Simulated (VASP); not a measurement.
All values below come from PBE GGA with D4 dispersion, VASP's PBE PAW potentials (set 64) (plane waves; VASP 6.6.1).

Input for VASP

INCAR:
```
! general
SYSTEM  = Ge
PREC    = Accurate
ENCUT   = 520
LREAL   = .FALSE.
LASPH   = .TRUE.

! electronic loop
EDIFF   = 1E-7
NELM    = 100
ALGO    = Normal
LMAXMIX = 4

! smearing
ISMEAR  = 1
SIGMA   = 0.1

! functional
GGA     = PE
IVDW    = 13

! ions
ISIF    = 2

! output
LWAVE   = .FALSE.
LCHARG  = .FALSE.
```

### POSCAR
```
Ge
1.0
  0.0000000000   2.8170201185   2.8170201185
  2.8170201185   0.0000000000   2.8170201185
  2.8170201185   2.8170201185   0.0000000000
Ge
2
Cart
  0.0000000000   0.0000000000   0.0000000000
  1.4085100592   1.4085100592   1.4085100592
```

### KPOINTS
```
Automatic mesh
0
Gamma
11 11 11
0 0 0
```

POTCAR, in this order: Ge_d (PBE.64 set). Program: vasp_std.

**Question.** What will the output report for the number of irreducible k-points (NKPTS), largest plane-wave count, number of space-group operations, FFT grid (NGX, NGY, NGZ)?

**Answer.** 
```
Item                                           Value
--------------------------------------  ------------
number of irreducible k-points (NKPTS)            56
largest plane-wave count                        1243
number of space-group operations                  48
FFT grid (NGX, NGY, NGZ)                30 × 30 × 30
```

The compound is Ge in the diamond structure. This cell is one point of a volume scan, at 0.97 of the reference volume.
